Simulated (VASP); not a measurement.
Calculation: PBEsol GGA with D2 dispersion, VASP's PBE PAW potentials (set 64) (plane waves; VASP).

VASP input:

File POSCAR:
```
AuZn
1
    3.1500500000     0.0000000000     0.0000000000
    0.0000000000     3.1500500000     0.0000000000
    0.0000000000     0.0000000000    21.0251000000
Zn Au
4 4
Direct
  0.5419200000   0.5313650000   0.2411740000
  0.4849320000   0.4731390000   0.3850860000
  0.5001000000   0.5132440000   0.5382170000
  0.5241050000   0.4830220000   0.6852590000
 -0.0291850000  -0.0239640000   0.3165370000
 -0.0376960000   0.0242960000   0.4658540000
 -0.0004630000  -0.0009640000   0.6092900000
  0.0162870000  -0.0001390000   0.7585820000
```

### KPOINTS
```
Automatic mesh
0
Gamma
  5 5 1
0 0 0
```

### INCAR
```
# general
SYSTEM  = AuZn
PREC    = Accurate
ENCUT   = 300
LREAL   = F
LASPH   = T

# electronic loop
EDIFF   = 1E-6
NELM    = 100
ALGO    = Normal
LMAXMIX = 6

# smearing
ISMEAR  = 1
SIGMA   = 0.2

# functional
GGA     = PS
IVDW    = 10

# ions
ISIF    = 2

# output
LWAVE   = F
LCHARG  = F

# other
LDIPOL  = T
IDIPOL  = 3
DIPOL   = 0.5 0.5 0.5
```

POTCAR, in this order: Zn Au (PBE.64 set). Program: vasp_std.

What VASP printed:

**stdout**
```
 POSCAR found type information on POSCAR ZnAu
 POSCAR found :  2 types and       8 ions
 Reading from existing POTCAR
 Reading from existing POTCAR

 -----------------------------------------------------------------------------
|                                                                             |
|               ----> ADVICE to this user running VASP <----                  |
|                                                                             |
|     You enforced a specific xc type in the INCAR file but a different       |
|     type was found in the POTCAR file.                                      |
|     I HOPE YOU KNOW WHAT YOU ARE DOING!                                     |
|                                                                             |
 -----------------------------------------------------------------------------

 -----------------------------------------------------------------------------
|                                                                             |
|     EEEEEEE  RRRRRR   RRRRRR   OOOOOOO  RRRRRR      ###     ###     ###     |
|     E        R     R  R     R  O     O  R     R     ###     ###     ###     |
|     E        R     R  R     R  O     O  R     R     ###     ###     ###     |
|     EEEEE    RRRRRR   RRRRRR   O     O  RRRRRR       #       #       #      |
|     E        R   R    R   R    O     O  R   R                               |
|     E        R    R   R    R   O     O  R    R      ###     ###     ###     |
|     EEEEEEE  R     R  R     R  OOOOOOO  R     R     ###     ###     ###     |
|                                                                             |
|     vdw_forces_G: ERROR unsupported xc-functional:                          |
|      please define parameter VDW_S6 for this functional                     |
|                                                                             |
|       ---->  I REFUSE TO CONTINUE WITH THIS SICK JOB ... BYE!!! <----       |
|                                                                             |
 -----------------------------------------------------------------------------
```

VASP stops with an error: vdw_forces_G: ERROR unsupported xc-functional: please define parameter VDW_S6 for this functional ----> I REFUSE TO CONTINUE WITH THIS SICK JOB ... BYE!!! <----

The cell holds a wide vacuum, so values per volume refer to the whole cell.

The cell is a sheet with vacuum, built from a database entry that may be metastable or hypothetical.
